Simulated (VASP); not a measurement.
Input:

```
CELL_PARAMETERS angstrom
      3.89641     0.00000     0.00000
      0.00000     3.89641     0.00000
      0.00000     0.00000     3.89641
ATOMIC_POSITIONS crystal
  Sr 0.00000 0.00000 0.00000
  Ti 0.50000 0.50000 0.50000
  O  0.50000 0.00000 0.50000
  O  0.00000 0.50000 0.50000
  O  0.50000 0.50000 0.00000
```

Calculation: rev-vdW-DF2, VASP's PBE PAW potentials (set 64) (plane waves; VASP). Numerical set-up: 520 eV cut-off, 5×5×5 Γ-centred mesh, Gaussian smearing of 0.050 eV, potentials Sr_sv Ti_sv O.

### Question
The ions, cell shape and volume are relaxed. Which structure does the run end with?

### Answer

```
CELL_PARAMETERS angstrom
      3.91695     0.00000     0.00000
      0.00000     3.91695     0.00000
      0.00000     0.00000     3.91695
ATOMIC_POSITIONS crystal
  Sr 0.00000 0.00000 0.00000
  Ti 0.50000 0.50000 0.50000
  O  0.50000 0.00000 0.50000
  O  0.00000 0.50000 0.50000
  O  0.50000 0.50000 0.00000
```
Space group Pm-3m (221), at a tolerance of 0.03 Å.

### Question
How do energy and volume change from the first to the last step?

### Answer
The energy (σ→0) changes by -1.7 meV/atom and the volume by +1.6 %, in 3 ionic steps.

The compound is SrTiO3 in the cubic perovskite structure, the ideal cubic form; the compound distorts at low or room temperature. This run relaxes it. Symmetry was kept, so distortions that lower it aren't found.
